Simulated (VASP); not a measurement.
## CsSi3 in VASP: the effect of target pressure

The system is CsSi3.

```
CELL_PARAMETERS angstrom
4.07885 0.00000 0.00000
-2.03942 3.53239 0.00000
0.00000 0.00000 7.55180
ATOMIC_POSITIONS crystal
Cs 0.00000 0.00000 0.50000
Si 0.00000 0.00000 0.00000
Si 0.33333 0.66667 0.10904
Si 0.66667 0.33333 0.89096
```

The cell was built by a generator and needn't be a form met in nature.

Alike in all runs:

| Quantity | Value |
| --- | --- |
| Program | VASP 6.6.1 |
| Task | relaxation of cell and atoms |
| Functional | PBEsol |
| Potentials or basis | VASP PAW PBE potentials, release 64 (Cs_sv, Si) |
| Cutoff | 600 eV |
| k mesh | 6 × 6 × 3 |
| Occupations | fermi-dirac, width 0.05 eV |
| Spin | no spin polarisation |

Each run relaxes the cell or the atoms first.

Question: One run gave: relaxed volume 23.16 Å³/atom. Which target pressure did it use?
A. 30 GPa
B. 10 GPa
C. 5 GPa
D. 20 GPa

Answer: C.

```tsv
target pressure	target pressure	relaxed volume (Å³/atom)
5 GPa	5 GPa	23.16
10 GPa	10 GPa	21.55
20 GPa	20 GPa	18.52
30 GPa	30 GPa	16.25
```

Caveats: the cell is relaxed towards a set pressure, so the enthalpy falls and the energy may rise; the PAW data sets were made with another functional, which shifts forces and pressure a little; the volume moved by over 15 % at a fixed basis, so the end points are rough (some runs).
